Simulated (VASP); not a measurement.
Here is the system:

```xyz
3
Lattice="0.0000 2.5808 2.5808 2.5808 0.0000 2.5808 2.5808 2.5808 0.0000" Properties=species:S:1:pos:R:3 pbc="T T T"
Zr     0.0000     0.0000     0.0000
O      1.2904     1.2904     1.2904
O      3.8713     3.8713     3.8713
```

These are optB88-vdW, VASP's PBE PAW potentials (set 64) (plane waves; VASP) values and carry that method's errors. Settings: 520 eV cut-off, 8×8×8 Γ-centred mesh, Gaussian smearing of 0.050 eV, potentials Zr_sv O.

Q: Give the stress tensor in GPa (positive for a compressed cell).

A: 
```
-6.81   0.00   0.00
 0.00  -6.81   0.00
 0.00   0.00  -6.81
```
The pressure is its mean diagonal, -6.81 GPa.

The compound is ZrO2 in the fluorite structure, the high-temperature cubic form, which is unstable at 0 K; the monoclinic form is the stable one. This cell is one point of a volume scan, at 1.03 of the reference volume.
